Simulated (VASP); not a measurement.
Given:

```xyz
6
Lattice="4.2340 0.0000 0.0000 0.0000 4.2340 0.0000 0.0000 0.0000 4.2340" Properties=species:S:1:pos:R:3 pbc="T T T"
Cu     3.1755     1.0585     3.1755
Cu     1.0585     3.1755     3.1755
Cu     3.1755     3.1755     1.0585
Cu     1.0585     1.0585     1.0585
O      0.0000     0.0000     0.0000
O      2.1170     2.1170     2.1170
```

These are optB88-vdW, VASP's PBE PAW potentials (set 64) (plane waves; VASP 6.6.1) values and carry that method's errors. Settings: 520 eV cut-off, 5×5×5 Γ-centred mesh, Gaussian smearing of 0.050 eV, potentials Cu O.

Energy and stress use the plane-wave basis of the starting cell.

The ions, cell shape and volume are relaxed. What does this cell relax into?

```xyz
6
Lattice="4.2953 0.0000 0.0000 0.0000 4.2953 0.0000 0.0000 0.0000 4.2953" Properties=species:S:1:pos:R:3 pbc="T T T"
Cu     3.2214     1.0738     3.2214
Cu     1.0738     3.2214     3.2214
Cu     3.2214     3.2214     1.0738
Cu     1.0738     1.0738     1.0738
O      0.0000     0.0000     0.0000
O      2.1476     2.1476     2.1476
```
Space group Pn-3m (224), at a tolerance of 0.03 Å.

How do energy and volume change from the first to the last step?

The energy (σ→0) changes by -9.3 meV/atom and the volume by +4.4 %, in 3 ionic steps.

The compound is Cu2O in the cuprite structure. This run relaxes it. Symmetry was kept, so distortions that lower it aren't found.
